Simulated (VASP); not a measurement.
Sn₆Ge₂ (ordered alloy cell): computed properties

Calculation: PBEsol GGA, VASP's PBE PAW potentials (set 64) (plane waves; VASP).

For Sn₆Ge₂, the space group is R-3m (166), the cell is a = 4.4669 Å, b = 4.4669 Å, c = 44.3210 Å, α = 90.00°, β = 90.00°, γ = 120.00° and the volume per atom comes out as 31.91 Å³/atom. The band gap (over mesh and band path) is none (metal, semimetal or under 0.01 eV). The density is 5.58 g/cm³.

```yaml
crystal:
  lattice:
    - [0.00000, 3.15858, 3.15858]
    - [3.15858, 0.00000, 3.15858]
    - [12.74102, 12.74102, -0.10668]
  atoms:
    - { symbol: Sn, position: [0.02344, 0.02344, 0.98242] }
    - { symbol: Sn, position: [0.26053, 0.26053, 0.05460] }
    - { symbol: Sn, position: [0.00661, 0.00661, 0.24504] }
    - { symbol: Sn, position: [0.24339, 0.24339, 0.31746] }
    - { symbol: Sn, position: [0.98947, 0.98947, 0.50790] }
    - { symbol: Sn, position: [0.22656, 0.22656, 0.58008] }
    - { symbol: Ge, position: [0.98711, 0.98711, 0.75967] }
    - { symbol: Ge, position: [0.26289, 0.26289, 0.80283] }
```

Unless said otherwise, spin-orbit coupling is left out, though it shifts the bands of the heavy elements here.

The structure was generated: Sn6Ge2 was put into an ordered model structure (R-3m), which need not be its known phase. It was relaxed first. Symmetry was kept, so distortions that lower it aren't found.
